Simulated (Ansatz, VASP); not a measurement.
# Sc: VASP beside Ansatz, part 2 of 2

One calculation is typed for both programs; each brings its own data sets. How far apart do they land? The cell is taken from a series of runs on this material, whose earlier steps may have relaxed, scaled, displaced or heated it; both programs get it as it stands.

VASP 6.6.1 and Ansatz 0.2.0.

So far: Set-up; Ansatz: zone-centre phonons, LDA, pair 1; VASP: zone-centre phonons, LDA, pair 1; Differences.

**5. Ansatz: zone-centre phonons, LDA, pair 2**

Level of this step: Ansatz beside VASP: Kohn-Sham DFT, plane waves, LDA (Ansatz).

Second derivatives magnify differences that forces hide, and they need a tight electronic threshold. The cell compared in this pair holds 45.78 Å³, against 45.66 Å³ for the pair before.

The cell is taken from a series of runs on this material, whose earlier steps may have relaxed, scaled, displaced or heated it; both programs get it as it stands.

Contents of input.yaml:

```yaml
crystal:
  lattice:
    - [3.2095485984, 0.0, 0.0]
    - [-1.6047742992, 2.7795506209, 0.0]
    - [0.0, 0.0, 5.1317127682]
  atoms:
    - { symbol: Sc, position: [0.3333332938, 0.6666667062, 0.25] }
    - { symbol: Sc, position: [0.6666667062, 0.3333332938, 0.75] }
kpoints:
  mp_grid: { grid: [15, 15, 8] }
hamiltonian:
  xc: lda
  pseudopotentials: { kind: paw, azcp: { folder: soft_1 }, xc_functional: pbe }
scf:
  occupations: { method: methfessel_paxton, width: 0.2 }
output:
  eigenvalues: true
phonons:
  method: dfpt
```

Started as:

```bash
> ansatz run input.yaml --threads 4 --pin off --max-ram 10240MiB --backend cpu --events-out ev --progress --plain --runs-dir out
```

Numbers of over 12 decimals in the logs are rounded to 6 here.

Log:

```text
[...]
Crystal: 2 atoms, lattice volume = 45.781 Å³
Basis set: ecut = 420 eV, 905 PW (Γ), exchange–correlation on 48×48×72 points (8 copies of the dense FFT grid, shifted against one another)
Bands: 15, of which v1, the nominal top of the filled ones, is band 11 counted from 1 (10 counted from 0)
Symmetry: 24 space group operations
k-points: 320 of 1800 (irreducible under 4 space group operations, time reversal used)
[...]
k-point 1: bands = [... 7 lower, -17.6667, 4.6061, 7.7897, 10.3188, 11.3109, 11.3109, 11.3908, 11.7484]
  k-point 2: bands = [... 7 lower, -17.6759, 4.9258, 7.3869, 10.2591, 11.1888, 11.2439, 11.2439, 11.5986]
  k-point 319: bands = [... 7 lower, -17.7493, 8.3142, 8.3142, 9.8636, 9.8636, 10.4791, 10.4791, 12.0486]
[...]
ASR residual: 8.100e-5 → 0.000e0 eV/Å²; symmetrization residual: 7.974e-13 eV/Å²
  ASR residual per site (eV/Å²): 8.10e-5 8.10e-5
  Γ frequencies (cm⁻¹): 0.00 0.00 0.00 127.63 127.63 213.25
[...]
[key lines of the parts left out:]
SCF converged after 8 iterations
Free energy (F): -4178.016469 eV
Fermi energy:    9.708849 eV
```

**6. VASP: zone-centre phonons, LDA, pair 2**

The same cell, functional (in two slightly different forms), mesh and smearing now go to VASP, with its own data sets.

Contents of INCAR:

```
SYSTEM = Sc
PREC = Accurate
ENCUT = 500
EDIFF = 1E-08
NELM = 120
ISMEAR = 1
SIGMA = 0.2
LREAL = .FALSE.
ALGO = Normal
GGA = CA
NBANDS = 17
LASPH = .TRUE.
LORBIT = 11
LWAVE = .FALSE.
LCHARG = .FALSE.
ISIF = 2
IBRION = 8
GGA_COMPAT = .FALSE.
KPAR = 2
```

Contents of POSCAR:

```
Sc
1.0
    3.2095485984      0.0000000000      0.0000000000
   -1.6047742992      2.7795506209      0.0000000000
    0.0000000000      0.0000000000      5.1317127682
Sc
2
Direct
    0.3333332938      0.6666667062      0.2500000000
    0.6666667062      0.3333332938      0.7500000000
```

Contents of KPOINTS:

```
Automatic mesh
0
Gamma
15 15 8
0 0 0
```

The projector-augmented-wave data sets are Sc_sv (LDA family, release 64).

Started as:

```bash
> mpirun -np 2 vasp_std
```

Log:

```text
[... set-up lines as in an earlier step ...]
 entering main loop
       N       E                     dE             d eps       ncg     rms          rms(c)
DAV:   1     0.355226165614E+03    0.35523E+03   -0.10744E+04  4630   0.139E+03
DAV:   2     0.611345730974E+01   -0.34911E+03   -0.34228E+03  6046   0.590E+02
DAV:   3    -0.143845180868E+02   -0.20498E+02   -0.19825E+02  7682   0.174E+02
DAV:   4    -0.147557443819E+02   -0.37123E+00   -0.36987E+00  6760   0.207E+01
[...]
DAV:  12    -0.134379424486E+02    0.15286E-07   -0.20688E-07  7245   0.471E-03    0.687E-04
DAV:  13    -0.134379424328E+02    0.15847E-07   -0.13373E-08  4399   0.104E-03    0.969E-05
DAV:  14    -0.134379424325E+02    0.28604E-09   -0.16070E-09  3840   0.877E-04
   1 F= -.13437942E+02 E0= -.13436500E+02  d E =-.432867E-02
 Linear response reoptimize wavefunctions to high precision
DAV:   1    -0.134379424326E+02   -0.13461E-09   -0.53571E-10  4221   0.462E-04
DAV:   2    -0.134379424326E+02   -0.41837E-10   -0.25708E-10  3562   0.362E-04
 Linear response DOF=           2
 Linear response progress:
[...]
RMM:  24    -0.722173719946E+00    0.18155E-08   -0.36175E-07 48510   0.734E-03    0.356E-06
RMM:  25    -0.722173719921E+00    0.24378E-10   -0.37305E-07 48786   0.734E-03    0.366E-06
RMM:  26    -0.722173720170E+00   -0.24833E-09   -0.32533E-07 49285   0.734E-03    0.377E-06
 first order change of Fermi-energy   0.33160E-05
 force on displaced ion       1 direction 1 :  -1.348  -0.001   0.000
 Linear response progress:
  Degree of freedom:   2/  2
       N       E                     dE             d eps       ncg     rms          rms(c)
RMM:   1    -0.795336646850E+00   -0.79534E+00   -0.10154E+02  6616   0.296E+02
RMM:   2    -0.796574431127E+00   -0.12378E-02   -0.19855E-01 10584   0.539E+00    0.135E-01
RMM:   3    -0.798704950695E+00   -0.21305E-02   -0.75103E-03 11191   0.103E+00    0.463E-02
RMM:   4    -0.797840485710E+00    0.86446E-03   -0.14837E-03 13280   0.310E-01    0.188E-02
[...]
RMM:  24    -0.797593354576E+00    0.31589E-07   -0.26269E-07 16156   0.686E-03    0.117E-06
RMM:  25    -0.797593320057E+00    0.34519E-07    0.49744E-08 16425   0.685E-03    0.134E-06
RMM:  26    -0.797593287178E+00    0.32880E-07    0.35109E-07 16412   0.685E-03    0.131E-06
 first order change of Fermi-energy   0.22655E-04
 force on displaced ion       1 direction 3 :   0.000  -0.000  -3.804
 Linear response finished
```

OUTCAR, selected parts (step 6):

```text
  Total        0.0206458      0.0206458     -0.7596873      0.0000000      0.0000000     -0.0000000
  in kB        0.7225378      0.7225378    -26.5867084      0.0000000      0.0000000     -0.0000000
  external PRESSURE =      -8.3805443 kB  Pullay stress =       0.0000000 kB

 POSITION                                       TOTAL-FORCE (eV/Angst)
 -----------------------------------------------------------------------------------
     -0.00000      1.85303      1.28293        -0.000000      0.000000      0.000000
      1.60477      0.92652      3.84878         0.000000     -0.000000      0.000000
 -----------------------------------------------------------------------------------
    total drift:                               -0.000075      0.000029     -0.000002

[... 1 part as in an earlier step ...]

[... 1 further part left out ...]
```

**7. Comparison**

Both answers:

```tsv
quantity	Ansatz	VASP	difference
optical mode 1 to 2 (cm⁻¹)	127.6	127.7	-0.04 %
optical mode 3 (cm⁻¹)	213.2	214.5	-0.59 %
```

Modes are paired by rising frequency, not by their patterns, so a pair may set unlike modes beside each other; they are those without the splitting of longitudinal modes.

**8. Summary of results**

```yaml
r_m_s_difference_of_the_optical_zone_centre_modes_each_program_s_sorted_by_frequency_zone_centre_phonons_lda_pair_1: 0.51 cm⁻¹
r_m_s_difference_of_the_optical_zone_centre_modes_each_program_s_sorted_by_frequency_zone_centre_phonons_lda_pair_2: 0.74 cm⁻¹
difference_in_optical_mode_3_zone_centre_phonons_lda_pair_2: -0.6 %
```

In words: The r.m.s. difference of the optical zone-centre modes, each program's sorted by frequency is 0.51 cm⁻¹ (zone-centre phonons, LDA, pair 1). Among the rows given in per cent, the largest difference of the zone-centre phonons, LDA, pair 2 pair is in optical mode 3, -0.6 %. Such differences can come from data sets, numerical settings and the points named under the comparisons, not from the functional's error against experiment.

[Lines on the potential files, build, host, timing and source positions are cut from VASP's logs without a mark.]

[Logs are printed without paths, hosts, clocks, repeated set-up lines and the standing remarks that a program may print on its own settings, such as how far it seeks lower states.]

[Hosts, paths, dates, database ids (printed as entryN), source tags and the programs' standing remarks are cut or masked in the printed files.]
